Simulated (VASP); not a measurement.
All values below come from vdW-DF-cx, VASP's PBE PAW potentials (set 64) (plane waves; VASP).

A VASP calculation is set up with these files.

### KPOINTS
```
Automatic
0
G
8 8 8
0 0 0
```

**POSCAR**
```
AgCl
2.6799970
  0.0000000000   0.9999999623   0.9999999623
  0.9999999623   0.0000000000   0.9999999623
  0.9999999623   0.9999999623   0.0000000000
Ag Cl
1 1
Cartesian
  0.0000000000   0.0000000000   0.0000000000
  0.9999999623   0.9999999623   0.9999999623
```

INCAR:
```
SYSTEM = AgCl
PREC = Accurate
ENCUT = 520
EDIFF = 1E-7
NELM = 100
ALGO = Normal
LREAL = .FALSE.
LASPH = .TRUE.
ISMEAR = 0
SIGMA = 0.05
GGA = CX
LUSE_VDW = .TRUE.
AGGAC = 0.0
LMAXMIX = 4
LWAVE = .FALSE.
LCHARG = .FALSE.
ISIF = 2
```

POTCAR, in this order: Ag Cl (PBE.64 set). Program: vasp_std.

What VASP printed:

### OSZICAR
```
       N       E                     dE             d eps       ncg     rms          rms(c)
DAV:   1     0.103874841598E+03    0.10387E+03   -0.89381E+03   794   0.127E+03
DAV:   2     0.293047335962E+01   -0.10094E+03   -0.95068E+02   924   0.255E+02
DAV:   3    -0.885603779403E+00   -0.38161E+01   -0.38052E+01   844   0.535E+01
DAV:   4    -0.914607169646E+00   -0.29003E-01   -0.28999E-01   879   0.522E+00
DAV:   5    -0.915011627681E+00   -0.40446E-03   -0.40445E-03   859   0.616E-01    0.846E+00
DAV:   6    -0.760829881667E+00    0.15418E+00   -0.34511E-01   822   0.851E+00    0.551E+00
DAV:   7    -0.758322458187E+00    0.25074E-02   -0.87071E-02   764   0.239E+00    0.226E+00
DAV:   8    -0.757397244151E+00    0.92521E-03   -0.44745E-03   804   0.879E-01    0.271E-01
DAV:   9    -0.757416515820E+00   -0.19272E-04   -0.69332E-04   859   0.342E-01    0.347E-02
DAV:  10    -0.757446034693E+00   -0.29519E-04   -0.31019E-05   779   0.648E-02    0.167E-02
DAV:  11    -0.757457052244E+00   -0.11018E-04   -0.12554E-05   774   0.362E-02    0.615E-03
DAV:  12    -0.757456938646E+00    0.11360E-06   -0.37434E-07   874   0.868E-03    0.257E-03
DAV:  13    -0.757457011109E+00   -0.72463E-07   -0.40620E-07   784   0.469E-03
   1 F= -.75745701E+00 E0= -.75745701E+00  d E =-.124050E-10
```

### OUTCAR
```
------------------------ aborting loop because EDIFF is reached ----------------------------------------
  FORCE on cell =-STRESS in cart. coord.  units (eV):
  Direction    XX          YY          ZZ          XY          YZ          ZX
  --------------------------------------------------------------------------------------
  Total        0.9504331      0.9504331      0.9504331      0.0000000      0.0000000     -0.0000000
  in kB       39.5548076     39.5548076     39.5548076      0.0000000      0.0000000     -0.0000000
  external PRESSURE =      39.5548076 kB  Pullay stress =       0.0000000 kB
  volume of cell :       38.50
      direct lattice vectors                 reciprocal lattice vectors
     0.000000000  2.679996899  2.679996899    -0.186567380  0.186567380  0.186567380
     2.679996899  0.000000000  2.679996899     0.186567380 -0.186567380  0.186567380
     2.679996899  2.679996899  0.000000000     0.186567380  0.186567380 -0.186567380
  FREE ENERGIE OF THE ION-ELECTRON SYSTEM (eV)
  ---------------------------------------------------
  free  energy   TOTEN  =        -0.7574570111 eV

  energy  without entropy=       -0.7574570111  energy(sigma->0) =       -0.75745701
```
(Selected blocks of OUTCAR.)

### OUTCAR
```
 val. band max:        5.0950931642   @ k =   0.5000   0.0000   0.0000

 cond. band min:       5.9141085858   @ k =   0.0000   0.0000   0.0000


 Fermi energy:         5.3035777754

 k-point     1 :       0.0000    0.0000    0.0000
  band No.  band energies     occupation
      1     -10.7491      2.00000
      2       2.1600      2.00000
      3       2.1600      2.00000
      4       2.1600      2.00000
      5       2.2185      2.00000
      6       2.2185      2.00000
      7       2.3413      2.00000
      8       2.3413      2.00000
      9       2.3413      2.00000
     10       5.9141      0.00000
     11      15.8596      0.00000
     12      15.8596      0.00000
     13      15.8596      0.00000

 k-point     2 :       0.1250    0.0000    0.0000
  band No.  band energies     occupation
      1     -10.6689      2.00000
      2       1.3566      2.00000
      3       1.4300      2.00000
      4       1.4300      2.00000
      5       2.2311      2.00000
      6       2.2311      2.00000
      7       2.5248      2.00000
      8       3.2169      2.00000
      9       3.2169      2.00000
     10       6.6965      0.00000
     11      14.4268      0.00000
     12      15.5536      0.00000
     13      15.5536      0.00000

 k-point     3 :       0.2500    0.0000    0.0000
  band No.  band energies     occupation
      1     -10.4649      2.00000
      2       0.1668      2.00000
      3       0.7695      2.00000
      4       0.7695      2.00000
      5       2.3942      2.00000
      6       2.3942      2.00000
      7       2.7066      2.00000
      8       4.1202      2.00000
      9       4.1202      2.00000
     10       8.0774      0.00000
     11      12.8027      0.00000
     12      14.1900      0.00000
     13      14.1900      0.00000

 k-point     4 :       0.3750    0.0000    0.0000
  band No.  band energies     occupation
      1     -10.2435      2.00000
      2      -0.7438      2.00000
      3       0.3505      2.00000
...
```

The compound is AgCl in the rock salt structure. This cell is one point of a volume scan, at 0.94 of the reference volume.
